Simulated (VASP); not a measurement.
# BePtC3 (Pm-3m) in VASP: notebook

Runs on BePtC3. Level: PBE. Tasks: single point, relaxation of cell and atoms.

Everything below comes from runs of VASP 6.6.1. Logs are shortened: lines on timing, memory, paths and dates and some standing lists are left out, and cuts for length are marked.

## Step 1: The cell of the first run

Symmetry: Pm-3m, No. 221, cubic system. Conventional cell: a = 3.993 Å, b = 3.993 Å, c = 3.993 Å, α = 90.00°, β = 90.00°, γ = 90.00°. Around Be (site symmetry m-3m) lie 12 C at 2.82 Å. Pt (site symmetry m-3m) is surrounded by 6 C at 2.00 Å. Around C (site symmetry 4/mmm) lie 2 Pt at 2.00 Å.

The cell was built by a generator and needn't be a form met in nature.

## Step 2: Single point, PBE (random cell by space group and Wyckoff sites (Pm-3m, No. 221))

Input file INCAR:

```
SYSTEM = BePtC3
ALGO = Normal
EDIFF = 1E-6
ENCUT = 520
GGA = PE
ISIF = 2
ISMEAR = 0
LASPH = .TRUE.
LCHARG = .FALSE.
LREAL = .FALSE.
LWAVE = .FALSE.
NBANDS = 20
NELM = 100
PREC = Accurate
SIGMA = 0.1
```

Input file KPOINTS:

```
k-points
0
G
  10 10 10
  0 0 0
```

Input file POSCAR:

```
BePtC3
1.0
    3.9928088782      0.0000000000      0.0000000000
    0.0000000000      3.9928088782      0.0000000000
    0.0000000000      0.0000000000      3.9928088782
Be Pt C
1 1 3
Direct
    0.5000000000      0.5000000000      0.5000000000
    0.0000000000      0.0000000000      0.0000000000
    0.5000000000      0.0000000000      0.0000000000
    0.0000000000      0.5000000000      0.0000000000
    0.0000000000      0.0000000000      0.5000000000
```

Potentials or basis: VASP PAW PBE potentials, release 64 (Be, Pt, C).

Command:

```console
$ cat potpaw_PBE.64/Be/POTCAR potpaw_PBE.64/Pt/POTCAR potpaw_PBE.64/C/POTCAR > POTCAR
$ mpirun -np 1 vasp_std > vasp.out
```

OUTCAR:

```text
SYSTEM = BePtC3
   EDIFF = 1E-6
   ENCUT = 520
   GGA = PE
   ISIF = 2
   ISMEAR = 0
   LASPH = .TRUE.
   LREAL = .FALSE.
   NELM = 100
   PREC = Accurate

 ion  position               nearest neighbor table
   1  0.500  0.500  0.500-
   2  0.000  0.000  0.000-   3 2.00   4 2.00   5 2.00   5 2.00   4 2.00   3 2.00
   3  0.500  0.000  0.000-   2 2.00   2 2.00
   4  0.000  0.500  0.000-   2 2.00   2 2.00
   5  0.000  0.000  0.500-   2 2.00   2 2.00

  LATTYP: Found a simple cubic cell.
 ALAT       =     3.9928088782

  Lattice vectors:

 A1 = (   3.9928088782,   0.0000000000,   0.0000000000)
 A2 = (   0.0000000000,   3.9928088782,   0.0000000000)
 A3 = (   0.0000000000,   0.0000000000,   3.9928088782)

Analysis of symmetry for initial positions (statically):
=====================================================================
 Subroutine PRICEL returns:
 Original cell was already a primitive cell.

 Routine SETGRP: Setting up the symmetry group for a
 simple cubic supercell.

 Subroutine GETGRP returns: Found 48 space group operations
 (whereof 48 operations were pure point group operations)
 out of a pool of 48 trial point group operations.

The static configuration has the point symmetry O_h .

Analysis of symmetry for dynamics (positions and initial velocities):
=====================================================================
 Subroutine PRICEL returns:
 Original cell was already a primitive cell.

 Routine SETGRP: Setting up the symmetry group for a
 simple cubic supercell.

 Subroutine GETGRP returns: Found 48 space group operations
 (whereof 48 operations were pure point group operations)
 out of a pool of 48 trial point group operations.

The dynamic configuration has the point symmetry O_h .

 Subroutine INISYM returns: Found 48 space group operations
 (whereof 48 operations are pure point group operations),
 and found     1 'primitive' translations

----------------------------------------------------------------------------------------

                                     Primitive cell

  volume of cell :      63.6554

  direct lattice vectors                    reciprocal lattice vectors
     3.992808878  0.000000000  0.000000000     0.250450255  0.000000000  0.000000000
     0.000000000  3.992808878  0.000000000     0.000000000  0.250450255  0.000000000
     0.000000000  0.000000000  3.992808878     0.000000000  0.000000000  0.250450255

  length of vectors
     3.992808878  3.992808878  3.992808878     0.250450255  0.250450255  0.250450255

  position of ions in fractional coordinates (direct lattice)
     0.500000000  0.500000000  0.500000000
     0.000000000  0.000000000  0.000000000
     0.500000000  0.000000000  0.000000000
     0.000000000  0.500000000  0.000000000
     0.000000000  0.000000000  0.500000000

  ion indices of the primitive-cell ions
   primitive index   ion index
                 1           1
                 2           2
                 3           3
                 4           4
                 5           5

----------------------------------------------------------------------------------------

 KPOINTS: k-points

Automatic generation of k-mesh.
 Grid dimensions read from file:
 generate k-points for:   10   10   10

 Generating k-lattice:

  Cartesian coordinates                     Fractional coordinates (reciprocal lattice)
     0.025045025  0.000000000  0.000000000     0.100000000  0.000000000  0.000000000
     0.000000000  0.025045025  0.000000000     0.000000000  0.100000000  0.000000000
     0.000000000  0.000000000  0.025045025     0.000000000  0.000000000  0.100000000

  Length of vectors
     0.025045025  0.025045025  0.025045025

  Shift w.r.t. Gamma in fractional coordinates (k-lattice)
     0.000000000  0.000000000  0.000000000

 Subroutine IBZKPT returns following result:
 ===========================================

 Found     56 irreducible k-points:

 Following reciprocal coordinates:
            Coordinates               Weight
  0.000000  0.000000  0.000000      1.000000
  0.100000  0.000000  0.000000      6.000000
  0.200000  0.000000  0.000000      6.000000
  0.300000  0.000000  0.000000      6.000000
  0.400000  0.000000  0.000000      6.000000
  0.500000  0.000000  0.000000      3.000000
[... 16 lines left out ...]
  0.200000  0.100000  0.100000     24.000000
  0.300000  0.100000  0.100000     24.000000
 [... further k-points ...]
   k-points           NKPTS =     56   k-points in BZ     NKDIM =     56   number of bands    NBANDS=     20
   number of dos      NEDOS =    301   number of ions     NIONS =      5
   total plane-waves  NPLWV =  27000
   dimension x,y,z NGX =    30 NGY =   30 NGZ =   30
   dimension x,y,z NGXF=    60 NGYF=   60 NGZF=   60
   ions per type =               1   1   3
   NGX,Y,Z   is equivalent  to a cutoff of  12.49, 12.49, 12.49 a.u.
   NGXF,Y,Z  is equivalent  to a cutoff of  24.98, 24.98, 24.98 a.u.
 SYSTEM =  BePtC3
   PREC   = accura    normal or accurate (medium, high low for compatibility)
   ISTART =      0    job   : 0-new  1-cont  2-samecut
   ICHARG =      2    charge: 1-file 2-atom 10-const
   ISPIN  =      1    spin polarized calculation?
   LNONCOLLINEAR =      F non collinear calculations
   LSORBIT =      F    spin-orbit coupling
   LASPH  =      T    aspherical Exc in radial PAW
   ENCUT  =  520.0 eV  38.22 Ry    6.18 a.u.   7.42  7.42  7.42*2*pi/ulx,y,z
   NELM   =    100;   NELMIN=  2; NELMDL= -5     # of ELM steps
   EDIFF  = 0.1E-05   stopping-criterion for ELM
   LREAL  =      F    real-space projection
   EDIFFG = 0.1E-04   stopping-criterion for IOM
   NSW    =      0    number of steps for IOM
   IBRION =     -1    ionic relax: 0-MD 1-quasi-New 2-CG
   NFREE  =      0    steps in history (QN), initial steepest desc. (CG)
   ISIF   =      2    stress and relaxation
   ISYM   =      2    0-nonsym 1-usesym 2-fastsym
   POTIM  = 0.5000    time-step for ionic-motion
   TEBEG  =    0.0;   TEEND  =   0.0 temperature during run
   PSTRESS=    0.0 pullay stress
   NELECT =      24.0000    total number of electrons
   NUPDOWN=      -1.0000    fix difference up-down
   EMIN   =  10.00;   EMAX   =-10.00  energy-range for DOS
   EFERMI =   0.00;   METHOD = LEGACY
   ISMEAR =     0;   SIGMA  =   0.10  broadening in eV -4-tet -1-fermi 0-gaus
   EFERMI_NEDOS =   21; number of points for ismear=-14 and -15
   IALGO  =     38    algorithm
   IMIX   =      4    mixing-type and parameters
     AMIX     =   0.40;   BMIX     =  1.00
     AMIX_MAG =   1.60;   BMIX_MAG =  1.00
  volume/ion in A,a.u.               =      12.73        85.91
  Fermi-wavevector in a.u.,A,eV,Ry     =   1.182679  2.234938 19.030857  1.398729
  Thomas-Fermi vector in A             =   2.318928
   LORBIT       =      0    0 simple, 1 ext, 2 COOP (PROOUT), +10 PAW based schemes
   GGA     = PE    functional components
   LHFCALC =     F    Hartree Fock is set to
   AEXX    =    0.0000 exact exchange contribution
   IVDW    =     0    specifies the selected vdW correction
   LEPSILON=     F    determine dielectric tensor
   LRPA    =     F    only Hartree local field effects (RPA)
 non-spin polarized calculation
 Gauss-broadening in eV      SIGMA  =   0.10
  energy-cutoff  :      520.00
  volume of cell :       63.66
 maximum number of plane-waves:      1743
 NGX is ok and might be reduce to    30
   NGX = 15   NGY = 15   NGZ = 15

 number of electron      24.0000000 magnetization

 Free energy of the ion-electron system (eV)
  ---------------------------------------------------
  ext. energy  EPLUGINS =         0.00000000
  ---------------------------------------------------
  free energy    TOTEN  =       -23.85309878 eV

  energy without entropy =      -23.84622016  energy(sigma->0) =      -23.84965947

 E-fermi :   5.1984     XC(G=0): -10.5837

 val. band max:        5.1871991988   @ k =   0.1000   0.1000   0.0000
 cond. band min:       5.2276313404   @ k =   0.2000   0.2000   0.1000
 fundamental gap:      0.0404321416
 Fermi energy:         5.1983697384

 k-point     1 :       0.0000    0.0000    0.0000
  band No.  band energies     occupation
      1      -8.6188      2.00000
      2      -6.2473      2.00000
      3      -6.2473      2.00000
      4       0.3146      2.00000
      5       0.3146      2.00000
      6       0.3146      2.00000
[... 12 lines left out ...]
     19      11.7242      0.00000
     20      11.7242      0.00000

 k-point     2 :       0.1000    0.0000    0.0000
  band No.  band energies     occupation
      1      -8.5475      2.00000
      2      -6.2400      2.00000
      3      -6.2076      2.00000
      4       0.1107      2.00000
      5       0.1107      2.00000
      6       0.3174      2.00000
[... 12 lines left out ...]
     19      11.5278      0.00000
     20      11.5800      0.00000

 k-point     3 :       0.2000    0.0000    0.0000
  band No.  band energies     occupation
      1      -8.3521      2.00000
      2      -6.2208      2.00000
      3      -6.0841      2.00000
      4      -0.4233      2.00000
      5      -0.2381      2.00000
      6      -0.2381      2.00000
[... 12 lines left out ...]
     19      11.1314      0.00000
     20      11.2459      0.00000

 k-point     4 :       0.3000    0.0000    0.0000
  band No.  band energies     occupation
      1      -8.0922      2.00000
      2      -6.1969      2.00000
      3      -5.8650      2.00000
      4      -1.5958      2.00000
      5      -0.5419      2.00000
      6      -0.5419      2.00000
[... 429 lines left out ...]
 k-point    23 :       0.2000    0.1000    0.1000
  band No.  band energies     occupation
      1      -8.2001      2.00000
      2      -6.1541      2.00000
      3      -6.0507      2.00000
      4      -0.6922      2.00000
      5      -0.3915      2.00000
      6      -0.1566      2.00000
[... 12 lines left out ...]
     19      10.3699      0.00000
     20      11.2900      0.00000

 k-point    24 :       0.3000    0.1000    0.1000
  band No.  band energies     occupation
      1      -7.9319      2.00000
      2      -6.1269      2.00000
      3      -5.8264      2.00000
      4      -1.6094      2.00000
      5      -0.6982      2.00000
      6      -0.6531      2.00000
[... 12 lines left out ...]
     19      10.0733      0.00000
     20      11.0237      0.00000

 [... further k-points ...]

------------------------ aborting loop because EDIFF is reached ----------------------------------------

  FORCE on cell =-STRESS in cart. coord.  units (eV):
  Direction    XX          YY          ZZ          XY          YZ          ZX
  --------------------------------------------------------------------------------------
  -------------------------------------------------------------------------------------
  Total       -0.0284166     -0.0284166     -0.0284166     -0.0000000      0.0000000      0.0000000
  in kB       -0.7152319     -0.7152319     -0.7152319     -0.0000000      0.0000000      0.0000000
  external PRESSURE =      -0.7152319 kB  Pullay stress =       0.0000000 kB

 VOLUME and BASIS-vectors are now :
 -----------------------------------------------------------------------------
  energy-cutoff  :      520.00
  volume of cell :       63.66
      direct lattice vectors                 reciprocal lattice vectors
     3.992808878  0.000000000  0.000000000     0.250450255  0.000000000  0.000000000
     0.000000000  3.992808878  0.000000000     0.000000000  0.250450255  0.000000000
     0.000000000  0.000000000  3.992808878     0.000000000  0.000000000  0.250450255

 POSITION                                       TOTAL-FORCE (eV/Angst)
 -----------------------------------------------------------------------------------
      1.99640      1.99640      1.99640         0.000000      0.000000      0.000000
      0.00000      0.00000      0.00000         0.000000      0.000000      0.000000
      1.99640      0.00000      0.00000         0.000000      0.000000      0.000000
      0.00000      1.99640      0.00000         0.000000      0.000000      0.000000
      0.00000      0.00000      1.99640         0.000000      0.000000      0.000000
 -----------------------------------------------------------------------------------
    total drift:                               -0.000000     -0.000000      0.000000

  FREE ENERGIE OF THE ION-ELECTRON SYSTEM (eV)
  ---------------------------------------------------
  free  energy   TOTEN  =       -23.8530987763 eV

  energy  without entropy=      -23.8462201600  energy(sigma->0) =      -23.84965947
```

Wall time 63 s (1 thread of Intel Xeon Platinum 8488C (Sapphire Rapids), shared host); peak memory 0.21 GiB.

Results:

| Property | Result |
| --- | --- |
| Free energy | -23.8531 eV |
| Pressure | -0.1 GPa |
| Band gap on the k mesh | none (metal or under the smearing width) |

The run has no spin-orbit coupling, so splittings on Pt are missing.

## Step 3: Relaxation of cell and atoms, PBE (random cell by space group and Wyckoff sites (Pm-3m, No. 221))

Input file INCAR:

```
SYSTEM = BePtC3
ALGO = Fast
EDIFF = 1E-6
EDIFFG = -0.01
ENCUT = 600
GGA = PE
IBRION = 2
ISIF = 3
ISMEAR = 0
LASPH = .True.
LCHARG = .False.
LREAL = .False.
LWAVE = .False.
NELM = 100
NSW = 100
PREC = Accurate
SIGMA = 0.1
```

Input file KPOINTS:

```
k-points
0
Gamma
  10 10 10
  0 0 0
```

Edit POSCAR of step 2 so:

```diff
@@ -2,5 +2,5 @@
 1.0
-    3.9928088782      0.0000000000      0.0000000000
-    0.0000000000      3.9928088782      0.0000000000
-    0.0000000000      0.0000000000      3.9928088782
+    3.9852285267      0.0000000000      0.0000000000
+    0.0000000000      3.9852285267      0.0000000000
+    0.0000000000      0.0000000000      3.9852285267
 Be Pt C
```

Potentials or basis: VASP PAW PBE potentials, release 64 (Be, Pt, C).

Command:

```console
$ cat potpaw_PBE.64/Be/POTCAR potpaw_PBE.64/Pt/POTCAR potpaw_PBE.64/C/POTCAR > POTCAR
$ mpirun -np 1 vasp_std > vasp.out
```

Wall time 3.1 min (1 thread of Intel Xeon Platinum 8488C (Sapphire Rapids), shared host); peak memory 0.23 GiB.

The run converged. Its results:

- Free energy: -23.8536 eV
- Relaxed volume: 12.72 Å³/atom
- Relaxed cell: a = 3.992 Å, b = 3.992 Å, c = 3.992 Å, α = 90.00°, β = 90.00°, γ = 90.00°
- Space group after relaxing (to 0.05 Å): Pm-3m (No. 221)
- Energy gained by relaxing: 0.2 meV/atom
- Ionic steps: 3
- Pressure after relaxing: 0.0 GPa
- Band gap on the k mesh: none (metal or under the smearing width)

Step by step:
```tsv
step	energy change (eV)	largest force (eV/Å)	pressure (GPa)	volume (Å³)
1	0.0000	0.0000	0.81	63.29
2	-0.0002	0.0000	-0.65	63.88
3	-0.0008	0.0000	0.01	63.61
```

Final structure:
```cif
data_structure
_symmetry_space_group_name_H-M 'P 1'
_symmetry_Int_Tables_number 1
_cell_length_a 3.9918
_cell_length_b 3.9918
_cell_length_c 3.9918
_cell_angle_alpha 90.000
_cell_angle_beta 90.000
_cell_angle_gamma 90.000
_cell_volume 63.61
loop_
_atom_site_label
_atom_site_type_symbol
_atom_site_fract_x
_atom_site_fract_y
_atom_site_fract_z
_atom_site_occupancy
Be1 Be 0.50000 0.50000 0.50000 1
Pt1 Pt 0.00000 0.00000 0.00000 1
C1 C 0.50000 0.00000 0.00000 1
C2 C 0.00000 0.50000 0.00000 1
C3 C 0.00000 0.00000 0.50000 1
```

Levels at points of the mesh, in eV from the Fermi level:
```csv
k point,band 9,band 10,band 11,band 12,band 13,band 14,band 15,band 16
"(0.00, 0.00, 0.00)",-4.07,-0.04,0.06,0.06,0.06,0.45,0.45,0.45
"(0.50, 0.00, 0.00)",-3.06,-2.74,-0.85,0.54,0.55,0.55,1.04,1.04
"(0.50, 0.50, 0.00)",-2.06,-1.58,-1.58,-1.22,1.54,1.54,1.95,2.34
"(0.50, 0.50, 0.50)",-7.32,-0.55,-0.34,-0.34,-0.34,2.00,2.00,2.00
```

Spin-orbit coupling is left out, which matters for the levels of Pt.

## Step 4: Single point, PBE (random cell by space group and Wyckoff sites (Pm-3m, No. 221))

Input file INCAR:

```
SYSTEM = BePtC3
ALGO = Normal
EDIFF = 1E-6
ENCUT = 520
GGA = PE
ISIF = 2
ISMEAR = 0
LASPH = .True.
LCHARG = .True.
LELF = .True.
LREAL = .False.
LVHAR = .True.
LWAVE = .False.
NBANDS = 20
NELM = 100
PREC = Accurate
SIGMA = 0.1
```

Input file KPOINTS:

```
k-points
0
Gamma
  4 4 4
  0 0 0
```

Edit POSCAR of step 3 so:

```diff
@@ -2,5 +2,5 @@
 1.0
-    3.9852285267      0.0000000000      0.0000000000
-    0.0000000000      3.9852285267      0.0000000000
-    0.0000000000      0.0000000000      3.9852285267
+    3.9737205800      0.0000000000      0.0000000000
+    0.0000000000      3.9737205800      0.0000000000
+    0.0000000000      0.0000000000      3.9737205800
 Be Pt C
```

Command:

```console
$ cat potpaw_PBE.64/Be/POTCAR potpaw_PBE.64/Pt/POTCAR potpaw_PBE.64/C/POTCAR > POTCAR
$ mpirun -np 1 vasp_std > vasp.out
```

It took 20 s on 1 thread of Intel Xeon Platinum 8488C (Sapphire Rapids), shared host; peak memory 0.17 GiB.

It converged, with:

```
Free energy            : -23.7560 eV
Pressure               : 1.4 GPa
Band gap on the k mesh : none (metal or under the smearing width)
```

Levels at points of the mesh, in eV from the Fermi level:
| k point | band 9 | band 10 | band 11 | band 12 | band 13 | band 14 | band 15 | band 16 |
| --- | --- | --- | --- | --- | --- | --- | --- | --- |
| (0.00, 0.00, 0.00) | -4.49 | -0.33 | -0.33 | -0.33 | -0.33 | 0.04 | 0.04 | 0.07 |
| (0.50, 0.00, 0.00) | -3.48 | -3.10 | -1.25 | 0.16 | 0.16 | 0.23 | 0.69 | 0.69 |
| (0.50, 0.50, 0.00) | -2.46 | -1.97 | -1.97 | -1.57 | 1.19 | 1.19 | 1.59 | 2.05 |
| (0.50, 0.50, 0.50) | -7.80 | -0.86 | -0.70 | -0.70 | -0.70 | 1.65 | 1.65 | 1.65 |

Caveat: the k mesh is coarse (spacing up to 0.40 Å⁻¹), so the values aren't converged.

## Step 5: The runs side by side

```tsv
task	cell	k mesh	cutoff (eV)	mesh quality	gap on the mesh (eV)	pressure (GPa)
single point	random cell by space group and Wyckoff sites (Pm-3m, No. 221)	10 × 10 × 10	520	not flagged	none	-0.1
relaxation of cell and atoms	relaxed from: random cell by space group and Wyckoff sites (Pm-3m, No. 221)	10 × 10 × 10	600	not flagged	none	0.0
single point	random cell by space group and Wyckoff sites (Pm-3m, No. 221)	4 × 4 × 4	520	coarse	none	1.4
```

Alike in all rows: level PBE; potentials or basis VASP PAW PBE potentials, release 64 (Be, Pt, C); no spin polarisation; smearing gaussian 0.1 eV.

Caveats: some runs use coarse meshes.

Absolute energies hang on the potentials; compare differences alone.
